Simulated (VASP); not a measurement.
```xyz
2
Lattice="2.8000 0.0000 0.0000 0.0000 2.8000 0.0000 0.0000 0.0000 3.6700" Properties=species:S:1:pos:R:3 pbc="T T T"
Cu     0.0000     0.0000     0.0000
Au     1.4000     1.4000     1.8350
```

Method: revTPSS meta-GGA, VASP's PBE PAW potentials (set 64) (plane waves; VASP). Settings: 520 eV cut-off, 12×12×9 Γ-centred mesh, first-order Methfessel-Paxton smearing of 0.10 eV, potentials Cu Au.

### Question
The ions, cell shape and volume are relaxed. Which structure does the run end with?

### Answer

```xyz
2
Lattice="2.8330 0.0000 0.0000 0.0000 2.8330 0.0000 0.0000 0.0000 3.5385" Properties=species:S:1:pos:R:3 pbc="T T T"
Cu     0.0000     0.0000     0.0000
Au     1.4165     1.4165     1.7693
```
Space group P4/mmm (123), at a tolerance of 0.03 Å.

### Question
How do energy and volume change from the first to the last step?

### Answer
The energy (σ→0) changes by -3.8 meV/atom and the volume by -1.3 %, in 12 ionic steps.

The compound is CuAu in the L1_0 structure. This run relaxes it. Symmetry was kept, so distortions that lower it aren't found.
